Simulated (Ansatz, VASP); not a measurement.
# AlGa3As3P: VASP beside Ansatz

Aim: how closely do two programs agree when they are given the same cell, functional and k mesh? The cell is generated by rule, not measured, and may not be a known phase. The cell is taken from a series of runs on this material, whose earlier steps may have relaxed, scaled, displaced or heated it; both programs get it as it stands.

Program: Ansatz 0.2.0. Level of theory: plane waves, with VASP 6.6.1 beside it; relaxation of cell and atoms at LDA. Results are calculated unless marked as measured.

The structure was built from a prototype and need not be the compound's stable phase.

## Step 1: Starting point

The structure is orthorhombic, space group Pmm2 (No. 25). The conventional cell has a = 3.936 Å, b = 3.936 Å, c = 11.085 Å, α = 90.00°, β = 90.00°, γ = 90.00°. Al has 2 P at 2.37 Å and 2 As at 2.42 Å nearest. As has 4 Ga at 2.42 Å nearest. Nearest to As lie 4 Ga at 2.42 Å. As has 2 Ga at 2.42 Å and 2 Al at 2.42 Å nearest. Ga has 2 P at 2.37 Å and 2 As at 2.42 Å nearest. Nearest to Ga lie 4 As at 2.42 Å. Farther neighbours are not listed.

## Step 2: Ansatz: relaxation of cell and atoms, LDA, pair 1

Ansatz runs on its default PAW (the set named soft_2) files.

The relaxed volume is the usual yardstick between codes: in a stiff, nearly cubic crystal its relative difference is about their pressure difference at one cell divided by the bulk modulus.

Input file input.yaml:

```yaml
crystal:
  lattice:
    - [2.7828677184, 2.7828677184, 0.0]
    - [-2.7831376939, 2.7831376939, 0.0]
    - [0.0, 0.0, 11.0851242766]
  atoms:
    - { symbol: Al, position: [0.0, 0.0, 0.0064063778] }
    - { symbol: As, position: [0.0, 0.5, 0.3711334727] }
    - { symbol: As, position: [0.5, 1.0, 0.6247340804] }
    - { symbol: As, position: [0.0, 0.5, 0.8787864621] }
    - { symbol: Ga, position: [0.5, 0.5, 0.2440730986] }
    - { symbol: Ga, position: [0.0, 0.0, 0.4979002761] }
    - { symbol: Ga, position: [0.5, 0.5, 0.7516857878] }
    - { symbol: P, position: [0.5, 1.0, 0.1252804446] }
kpoints:
  mp_grid: { grid: [6, 6, 2] }
hamiltonian:
  xc: lda
scf:
  occupations: { method: gaussian, width: 0.02 }
output:
  forces: true
  stress: true
  eigenvalues: true
  write_density: true
  write_potential: true
  elf: true
  volumetric_format: npy
relax:
  adjacent_minimum: "off"
  f_tol: 0.005
  max_steps: 80
  cell: { stress_tol: 0.05 }
```

Launch:

```bash
$ ansatz run input.yaml --threads 8 --pin off --max-ram 14336MiB --backend cpu --events-out ev --progress --plain --runs-dir out
```

Numbers of over 12 decimals in the logs are rounded to 6 here.

What it wrote:

```text
Engine: ansatz 0.2.0, x86_64-unknown-linux-gnu
Pseudopotentials: kind: paw
Pseudopotential: Al, paw, valence charge 3, recommended cutoff 420 eV (normal), Al.paw.azcp
Pseudopotential: As, paw, valence charge 15, recommended cutoff 420 eV (normal), As.paw.azcp
Pseudopotential: Ga, paw, valence charge 13, recommended cutoff 420 eV (normal), Ga.paw.azcp
Pseudopotential: P, paw, valence charge 5, recommended cutoff 420 eV (normal), P.paw.azcp
Functional definition: SPW92
  exchange = slater_x
  correlation = pw_c
Crystal: 8 atoms, lattice volume = 171.711 Å³
Basis set: ecut = 420 eV, 3413 PW (Γ)
Bands: 56, of which v1, the nominal top of the filled ones, is band 46 counted from 1 (45 counted from 0)
Symmetry: 4 space group operations
Space group: Pmm2 (ITA 25), of the structure as read, at distance tolerance 5.6e-5 Å
k-points: 32 of 72
Non-local potential: Al, projectors of the file, l = 0: 2, l = 1: 2, l = 2: 1
Non-local potential: As, projectors of the file, l = 0: 2, l = 1: 2, l = 2: 3, l = 3: 1
Non-local potential: Ga, projectors of the file, l = 0: 2, l = 1: 2, l = 2: 3, l = 3: 1
Non-local potential: P, projectors of the file, l = 0: 2, l = 1: 2, l = 2: 2
PAW form: soft (Blöchl's): semilocal exchange-correlation on the pseudo side does not see the compensation charge
PAW frozen core: Al, regenerated for the run's functional, and the local potential with it (the file was generated under x = pbe(κ = 0.804, μ = 0.219515), c = pbe(β = 0.066725))
PAW frozen core: As, regenerated for the run's functional, and the local potential with it (the file was generated under x = pbe(κ = 0.804, μ = 0.219515), c = pbe(β = 0.066725))
PAW frozen core: Ga, regenerated for the run's functional, and the local potential with it (the file was generated under x = pbe(κ = 0.804, μ = 0.219515), c = pbe(β = 0.066725))
PAW frozen core: P, regenerated for the run's functional, and the local potential with it (the file was generated under x = pbe(κ = 0.804, μ = 0.219515), c = pbe(β = 0.066725))
PAW one-centre angular grid: Al, 110 points (default); XC on 64 Gauss nodes
PAW one-centre angular grid: As, 590 points (default); XC on 64 Gauss nodes
PAW one-centre angular grid: Ga, 590 points (default); XC on 64 Gauss nodes
PAW one-centre angular grid: P, 110 points (default); XC on 64 Gauss nodes
Initial density: superposition of atomic densities (neutral atoms: chi_scale 0, normalization atom), corrected by the library's trained network
Initial wavefunctions: pseudopotential atomic-orbital guess
Functional: x = slater, c = lda
SCF iter   1: F=—  HF=-26683.826048 eV  |F-HF|=—  |Δ(HF+E_count)|=         —  Δρ=5.03e-3  dr2=4.47e-2  ethr=1.77e-3  ⟨swp⟩=7.1  Hψ=7259  notcnv=0  defer=1
preconditioner: auto → Resta (q_TF=auto, 2.459 Å⁻¹)  ε∞=3.7  [insulator: Δε(μ)=0.993 eV  Ē_g=13.657 eV  σ=0.020 eV  W_gap=1.00  n_scr=48 (ndim 8)  ℏωp=22.3 eV  f_vac=0.034  D(μ)=0.00/eV (n_scr^D=0)  ε∞_Penn≈3.7]
SCF iter   2: F=—  HF=-26683.810129 eV  |F-HF|=—  |Δ(HF+E_count)|=   1.59e-2  Δρ=2.79e-3  dr2=7.98e-3  ethr=4.86e-5  ⟨swp⟩=2.9  Hψ=2640  notcnv=0  defer=130
SCF iter   3: F=—  HF=-26683.808857 eV  |F-HF|=—  |Δ(HF+E_count)|=   1.27e-3  Δρ=7.95e-4  dr2=1.69e-3  ethr=8.67e-6  ⟨swp⟩=2.0  Hψ=2840  notcnv=0  defer=130
SCF iter   4: F=—  HF=-26683.808568 eV  |F-HF|=—  |Δ(HF+E_count)|=   2.89e-4  Δρ=2.74e-4  dr2=1.18e-4  ethr=1.84e-6  ⟨swp⟩=2.0  Hψ=2742  notcnv=0  defer=130
SCF iter   5: F=—  HF=-26683.808542 eV  |F-HF|=—  |Δ(HF+E_count)|=   2.60e-5  Δρ=1.11e-4  dr2=1.76e-5  ethr=1.28e-7  ⟨swp⟩=2.0  Hψ=2639  notcnv=0  defer=130
SCF iter   6: F=—  HF=-26683.808549 eV  |F-HF|=—  |Δ(HF+E_count)|=   6.38e-6  Δρ=2.97e-5  dr2=2.21e-6  ethr=1.92e-8  ⟨swp⟩=2.0  Hψ=2639  notcnv=0  defer=130
SCF iter   7: F=—  HF=-26683.808548 eV  |F-HF|=—  |Δ(HF+E_count)|=   1.77e-7  Δρ=9.34e-6  dr2=2.16e-7  ethr=2.40e-9  ⟨swp⟩=2.0  Hψ=3172  notcnv=0  defer=130
SCF iter   8: F=-26683.808548 eV  HF=-26683.808548 eV  |F-HF|=8.92e-9  |Δ(HF+E_count)|=   2.18e-8  Δρ=2.74e-6  dr2=1.42e-8  ethr=1.09e-10  ⟨swp⟩=15.3  Hψ=14023  notcnv=0
SCF 1 converged in 8 iterations: F = -26683.808548 eV  dr2 = 1.42e-8
  greatest PAW one-centre occupation: 0.999 electrons in one spin orbital (limit 2), on the As atom at site 2 (counted from 0), in its partial waves of l = 2
relax step   1: F+E_penalty+E_count = -26683.80854834 eV  Δ(F+E_penalty+E_count) = +0.000e0 eV  max|allowed force component| = 6.973e-3 eV/Å  Δτ_max = 0.0000 Å  P = -0.018 GPa  Ω = 171.711 Å³  (8 SCF iters, dr2 threshold 1.00e-7 eV, accepted)
[...]
relax step   2: F+E_penalty+E_count = -26683.80856803 eV  Δ(F+E_penalty+E_count) = -1.969e-5 eV  max|allowed force component| = 2.220e-3 eV/Å  Δτ_max = 0.0010 Å  P = -0.002 GPa  Ω = 171.677 Å³  energy of the carried Pulay correction = +7.517e-6 eV  (5 SCF iters, dr2 threshold 3.04e-9 eV, accepted)
[...]
relax step   3: F+E_penalty+E_count = -26683.80856080 eV  Δ(F+E_penalty+E_count) = +7.227e-6 eV  max|allowed force component| = 2.216e-3 eV/Å  Δτ_max = 0.0000 Å  P = -0.002 GPa  Ω = 171.677 Å³  stress off target by 3.23e-3 GPa  SCF on the basis re-selected at this cell (its energy is not comparable with the rows above)  (4 SCF iters)
basis re-selected at this cell: Δ(F+E_penalty+E_count) = +7.227e-6 eV, ΔP = -0.000 GPa vs the last step (what re-selecting the basis moved, of the pressure what is left beyond the Pulay correction that the steps carried, after the strain that the cell walked since its last selection, with what the two solves' SCF thresholds leave and, on support functions, any second-order correction that the steps lacked; it is no m [...]
SCF converged after 4 iterations
Free energy (F): -26683.808561 eV
Harris-Foulkes:  -26683.808561 eV  (|F-HF|=2.91e-11)
Internal energy: -26683.808561 eV  (E = F + TS)
E sigma→0 (E₀):  -26683.808561 eV
Fermi energy:    8.048181 eV
--- Per-component energies (eV) ---
  E_band       = -969.351452
  E_kinetic    = 757.368679
  E_local      = -14089.168757  (includes V_loc(G=0)·N_el)
  E_nonlocal   = -668.895959
  E_hartree    = 7056.748835
  E_xc         = -545.802449
  E_vxc        = -507.339688  (∫ρ·V_xc dr)
  E_paw        = -11983.951527  (= ΣΔE_a)
  E_vpaw       = -574.812607  (= ΣTr[D̂ρ^β])
  E_aug_tail   = -0.000351  (compensation charges beyond the density's cutoff)
  E_ewald      = -7221.691230
  E_core_change = 11.584198  (= ΣΔE_core)
  E_smearing   = -0.000000  (= −TS)
  E_closure    = 0.000000  (closes the sum)
  Σ components = -26683.808561   (vs F -26683.808561, Δ=0.00e0)
--- Forces (eV/Å), atoms counted from 1 ---
  atom   1  Al     0.00000000     0.00000000    -0.00169380
  atom   2  As    -0.00000000    -0.00000000     0.00078244
  atom   3  As    -0.00000000    -0.00000000     0.00130548
  atom   4  As    -0.00000000    -0.00000000     0.00059946
  atom   5  Ga     0.00000000     0.00000000    -0.00216188
  atom   6  Ga    -0.00000000    -0.00000000     0.00001745
  atom   7  Ga     0.00000000     0.00000000    -0.00105608
  atom   8  P     -0.00000000    -0.00000000     0.00221708
  max |Σ_I F_I| component: 1.02e-5 eV/Å
--- Stress (GPa, compression-positive) ---
       -0.001604       0.000473      -0.000000
        0.000473      -0.001604       0.000000
       -0.000000       0.000000      -0.003234
  P = ⅓ Tr σ = -0.0021 GPa (-0.021 kbar)
--- Band table (eV; the first three rows and the last of 32) ---
  k-point 0: bands = [... 42 lower, 5.9962, 7.4909, 7.5426, 7.5470, 8.5494, 8.8305, 9.2051, 9.5251, ... 6 higher]
  k-point 1: bands = [... 42 lower, 6.7123, 6.7143, 7.0581, 7.0609, 8.8128, 8.9747, 9.7544, 9.8259, ... 6 higher]
  k-point 2: bands = [... 42 lower, 5.9226, 6.1207, 6.8462, 7.4397, 9.1476, 9.7530, 10.0266, 10.3814, ... 6 higher]
  k-point 31: bands = [... 42 lower, 4.4255, 4.4307, 4.4969, 4.5511, 9.6672, 9.9213, 10.0841, 10.1808, ... 6 higher]
--- Relaxed structure (2 steps of the walk, 2 accepted, 1 SCFs on fresh bases) ---
  F+E_penalty+E_count = -26683.80856080 eV   max|allowed force component| = 2.216e-3 eV/Å   (the final SCF, on the basis selected at the relaxed cell)
  cell:  # Å, volume = 171.6765 Å³
    - [2.782834, 2.782834, 0]
    - [-2.782349, 2.782349, 0.0]
    - [0, 0, 11.086184]
  atoms:
    - { symbol: Al, position: [0, 0, 0.006414] }
    - { symbol: As, position: [0, 0.500000, 0.371116] }
    - { symbol: As, position: [0.500000, 1.000000, 0.624664] }
    - { symbol: As, position: [0, 0.500000, 0.878779] }
    - { symbol: Ga, position: [0.5, 0.5, 0.244164] }
    - { symbol: Ga, position: [0, 0, 0.497845] }
    - { symbol: Ga, position: [0.5, 0.5, 0.751680] }
    - { symbol: P, position: [0.500000, 1.000000, 0.125338] }
```

(Part 1 of 2 ends here.)

[Lines on the potential files, build, host, timing and source positions are cut from VASP's logs without a mark.]

[Logs are printed without paths, hosts, clocks, repeated set-up lines and the standing remarks that a program may print on its own settings, such as how far it seeks lower states.]

[Hosts, paths, dates, database ids (printed as entryN), source tags and the programs' standing remarks are cut or masked in the printed files.]
